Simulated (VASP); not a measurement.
Consider the following.

```yaml
crystal:
  lattice:
    - [3.04801, 0.00000, 0.00000]
    - [0.00000, 3.04801, 0.00000]
    - [0.00000, 0.00000, 3.04801]
  atoms:
    - { symbol: Al, position: [0.50000, 0.50000, 0.50000] }
    - { symbol: Ru, position: [0.00000, 0.00000, 0.00000] }
```

Method: PBEsol GGA, VASP's PBE PAW potentials (set 64) (plane waves; VASP 6.6.1). Settings: 300 eV cut-off, 7×7×7 Γ-centred mesh, Gaussian smearing of 0.10 eV, potentials Al Ru_pv.

Problem. Give the energies of bands 4 to 11 at the high-symmetry points, in eV from the Fermi level.

Solution. 
```tsv
band	Γ	X	M	R
4	-9.40	-5.64	-5.77	-4.36
5	-3.34	-5.41	-2.92	-4.36
6	-3.34	-2.60	-1.37	-4.36
7	0.15	-1.51	-1.37	1.45
8	0.15	-1.51	-1.09	1.45
9	0.15	0.38	-1.09	2.22
10	5.76	2.05	1.36	3.94
11	5.76	7.44	4.87	3.94
```

It has no gap at this level: it comes out as a metal or semimetal.

The structure is a typed RuAl crystal (Pm-3m). The cell was not relaxed at this level. The electron count is odd and the run is not spin-polarised, which forces a metal.
